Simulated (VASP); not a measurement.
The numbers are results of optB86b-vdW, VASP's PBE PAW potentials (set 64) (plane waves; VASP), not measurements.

The input files of a VASP run:

KPOINTS:
```
k-points along high-symmetry lines
15
Line-mode
Reciprocal
  0.000000   0.000000   0.000000 ! GAMMA
  0.500000   0.000000   0.500000 ! X

  0.500000   0.000000   0.500000 ! X
  0.625000   0.250000   0.625000 ! U

  0.375000   0.375000   0.750000 ! K
  0.000000   0.000000   0.000000 ! GAMMA

  0.000000   0.000000   0.000000 ! GAMMA
  0.500000   0.500000   0.500000 ! L

  0.500000   0.500000   0.500000 ! L
  0.500000   0.250000   0.750000 ! W

  0.500000   0.250000   0.750000 ! W
  0.500000   0.000000   0.500000 ! X
```

**INCAR**
```
# general
SYSTEM  =CaO
PREC    =Accurate
ENCUT   =520   # plane-wave cut-off (eV)
LREAL   =.FALSE.   # projection in real space or not
LASPH   =.TRUE.
ICHARG  =11   # fixed density

# electronic loop
EDIFF   =1E-7   # SCF stop (eV)
NELM    =100   # most electronic steps
ALGO    =Normal

# smearing
ISMEAR  =0   # Gaussian
SIGMA   =0.05   # width (eV)

# functional
GGA     =MK
LUSE_VDW=.TRUE.
AGGAC   =0.0
PARAM1  =0.1234
PARAM2  =1.0

# output
LWAVE   =.FALSE.
LCHARG  =.FALSE.
LORBIT  =11   # lm-projected
```

### POSCAR
```
CaO
3.3920920
  0.0000000000   0.7071068379   0.7071068379
  0.7071068379   0.0000000000   0.7071068379
  0.7071068379   0.7071068379   0.0000000000
Ca O
1 1
Direct
  0.0000000000   0.0000000000   0.0000000000
  0.5000000000   0.5000000000   0.5000000000
```

POTCAR, in this order: Ca_sv O (PBE.64 set). Program: vasp_std. Read from the step before: CHGCAR.

Output of the run:

OUTCAR:
```
 ion  position               nearest neighbor table
   1  0.000  0.000  0.000-   2 2.40   2 2.40   2 2.40   2 2.40   2 2.40   2 2.40
   2  0.500  0.500  0.500-   1 2.40   1 2.40   1 2.40   1 2.40   1 2.40   1 2.40
  LATTYP: Found a face centered cubic cell.
 ALAT       =     4.7971428962
 Subroutine PRICEL returns:
 Original cell was already a primitive cell.
 Subroutine GETGRP returns: Found 48 space group operations
The static configuration has the point symmetry O_h .
The dynamic configuration has the point symmetry O_h .
 Subroutine INISYM returns: Found 48 space group operations
   k-points           NKPTS =     90   k-points in BZ     NKDIM =     90   number of bands    NBANDS=     12
   number of dos      NEDOS =    301   number of ions     NIONS =      2
   total plane-waves  NPLWV =  21952
   dimension x,y,z NGX =    28 NGY =   28 NGZ =   28
   dimension x,y,z NGXF=    56 NGYF=   56 NGZF=   56
   ions per type =               1   1
   PREC   = accura    normal or accurate (medium, high low for compatibility)
   ISTART =      0    job   : 0-new  1-cont  2-samecut
   ICHARG =     11    charge: 1-file 2-atom 10-const
   ISPIN  =      1    spin polarized calculation?
   LNONCOLLINEAR =      F non collinear calculations
   LSORBIT =      F    spin-orbit coupling
   INIWAV =      1    electr: 0-lowe 1-rand  2-diag
   ENCUT  =  520.0 eV  38.22 Ry    6.18 a.u.   6.31  6.31  6.31*2*pi/ulx,y,z
   NELM   =    100;   NELMIN=  2; NELMDL= -5     # of ELM steps
   EDIFF  = 0.1E-06   stopping-criterion for ELM
   LREAL  =      F    real-space projection
   NLSPLINE    = F    spline interpolate recip. space projectors
   LMAXMIX     =    2 max onsite mixed and CHGCAR
   VOSKOWN=      0    Vosko Wilk Nusair interpolation
   EDIFFG = 0.1E-05   stopping-criterion for IOM
   NSW    =      0    number of steps for IOM
   NBLOCK =      1;   KBLOCK =      1    inner block; outer block
   IBRION =     -1    ionic relax: 0-MD 1-quasi-New 2-CG
   NFREE  =      0    steps in history (QN), initial steepest desc. (CG)
   ISIF   =      2    stress and relaxation
   ISYM   =      2    0-nonsym 1-usesym 2-fastsym
   TEIN   =    0.0    initial temperature
   TEBEG  =    0.0;   TEEND  =   0.0 temperature during run
   SMASS  =  -3.00    Nose mass-parameter (am)
   PSTRESS=    0.0 pullay stress
   NELECT =      16.0000    total number of electrons
   EFERMI =   0.00;   METHOD = LEGACY
   ISMEAR =     0;   SIGMA  =   0.05  broadening in eV -4-tet -1-fermi 0-gaus
   IALGO  =     38    algorithm
   LDIAG  =      T    sub-space diagonalisation (order eigenvalues)
   IMIX   =      4    mixing-type and parameters
     AMIX     =   0.40;   BMIX     =  1.00
     AMIX_MAG =   1.60;   BMIX_MAG =  1.00
     AMIN     =   0.10
   GGA     = MK    functional components
   VOSKOWN =     0    Vosko Wilk Nusair interpolation
   LHFCALC =     F    Hartree Fock is set to
   LHFONE  =     F    Hartree Fock one center treatment
   AEXX    =    0.0000 exact exchange contribution
   LUSE_VDW   =     T    switch on vdW DFT
   IVDW    =     0    specifies the selected vdW correction
   LEPSILON=     F    determine dielectric tensor
   LRPA    =     F    only Hartree local field effects (RPA)
  energy-cutoff  :      520.00
  volume of cell :       27.60
      direct lattice vectors                 reciprocal lattice vectors
     0.000000000  2.398571448  2.398571448    -0.208457413  0.208457413  0.208457413
     2.398571448  0.000000000  2.398571448     0.208457413 -0.208457413  0.208457413
     2.398571448  2.398571448  0.000000000     0.208457413  0.208457413 -0.208457413
 k-point     1 :   0.0000 0.0000 0.0000  plane waves:     725
 k-point     2 :   0.0357 0.0000 0.0357  plane waves:     733
 k-point     3 :   0.0714 0.0000 0.0714  plane waves:     733
 k-point     4 :   0.1071 0.0000 0.1071  plane waves:     737
 k-point     5 :   0.1429 0.0000 0.1429  plane waves:     753
 k-point     6 :   0.1786 0.0000 0.1786  plane waves:     745
 k-point     7 :   0.2143 0.0000 0.2143  plane waves:     745
 k-point     8 :   0.2500 0.0000 0.2500  plane waves:     729
 k-point     9 :   0.2857 0.0000 0.2857  plane waves:     729
...
```

File OSZICAR:
```
       N       E                     dE             d eps       ncg     rms          rms(c)
DAV:   1     0.127843142273E+03    0.12784E+03   -0.87069E+03  2160   0.136E+03
DAV:   2    -0.121699054961E+01   -0.12906E+03   -0.12112E+03  2496   0.329E+02
DAV:   3    -0.764761474481E+01   -0.64306E+01   -0.62787E+01  2772   0.714E+01
DAV:   4    -0.788491233057E+01   -0.23730E+00   -0.23707E+00  3188   0.124E+01
DAV:   5    -0.788818190432E+01   -0.32696E-02   -0.32692E-02  2668   0.142E+00
DAV:   6    -0.788826174450E+01   -0.79840E-04   -0.79840E-04  3004   0.155E-01
DAV:   7    -0.788826278891E+01   -0.10444E-05   -0.10444E-05  2804   0.185E-02
DAV:   8    -0.788826282694E+01   -0.38026E-07   -0.37997E-07  1924   0.247E-03
   1 F= -.78882628E+01 E0= -.78882628E+01  d E =-.490646E-11
```

**OUTCAR**
```
 val. band max:        2.2559372370   @ k =   0.0000   0.0000   0.0000

 cond. band min:       5.8884081221   @ k =   0.5000   0.0000   0.5000



 k-point     1 :       0.0000    0.0000    0.0000
  band No.  band energies     occupation
      1     -35.2329      2.00000
      2     -16.0668      2.00000
      3     -16.0668      2.00000
      4     -16.0668      2.00000
      5     -13.1954      2.00000
      6       2.2559      2.00000
      7       2.2559      2.00000
      8       2.2559      2.00000
      9       7.0773      0.00000
     10       8.4786      0.00000
     11       8.4786      0.00000
     12       8.4786      0.00000

 k-point     2 :       0.0357    0.0000    0.0357
  band No.  band energies     occupation
      1     -35.2312      2.00000
      2     -16.0892      2.00000
      3     -16.0698      2.00000
      4     -16.0698      2.00000
      5     -13.1681      2.00000
      6       2.1639      2.00000
      7       2.2443      2.00000
      8       2.2443      2.00000
      9       7.1589      0.00000
     10       8.4300      0.00000
     11       8.5290      0.00000
     12       8.5290      0.00000

 k-point     3 :       0.0714    0.0000    0.0714
  band No.  band energies     occupation
      1     -35.2260      2.00000
      2     -16.1510      2.00000
      3     -16.0785      2.00000
      4     -16.0785      2.00000
      5     -13.0926      2.00000
      6       1.9197      2.00000
      7       2.2114      2.00000
      8       2.2114      2.00000
      9       7.3737      0.00000
     10       8.2911      0.00000
     11       8.6763      0.00000
     12       8.6763      0.00000

 k-point     4 :       0.1071    0.0000    0.1071
  band No.  band energies     occupation
      1     -35.2176      2.00000
      2     -16.2396      2.00000
      3     -16.0924      2.00000
      4     -16.0924      2.00000
      5     -12.9862      2.00000
      6       1.5933      2.00000
      7       2.1631      2.00000
...
```

The density is held fixed in this step, so its total energy and stress have no physical meaning.

The compound is CaO in the rock salt structure. It was relaxed first.
